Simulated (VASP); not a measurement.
```
CELL_PARAMETERS angstrom
      0.00000     3.76424     3.76424
      3.76424     0.00000     3.76424
      3.76424     3.76424     0.00000
ATOMIC_POSITIONS crystal
  Be 0.12500 0.12500 0.12500
  Be 0.62500 0.12500 0.12500
  Be 0.12500 0.62500 0.12500
  Be 0.12500 0.12500 0.62500
  Ce 0.75000 0.75000 0.75000
  Ce 0.50000 0.50000 0.50000
```
Starting moments (μB, in the order of the record's atoms Be Be Be Be Ce Ce): 0.0 0.0 0.0 0.0 1.0 1.0.

Calculation: PBE GGA, VASP's PBE PAW potentials (set 64) (plane waves; VASP). Numerical set-up: 300 eV cut-off, 5×5×5 Γ-centred mesh, Fermi-Dirac smearing of 0.10 eV, potentials Be Ce.

At this cut-off the stress carries a Pulay error, which pulls relaxed volumes low.

Question: Give the stress tensor in GPa (positive for a compressed cell).

Answer: 
```
-9.41   0.00   0.00
 0.00  -9.41   0.00
 0.00   0.00  -9.41
```
The pressure is its mean diagonal, -9.41 GPa.

The structure was generated: CeBe2 was put into an ordered model structure, which need not be its known phase. The cell was not relaxed at this level. VASP warned that the highest band is occupied, so more bands are needed.
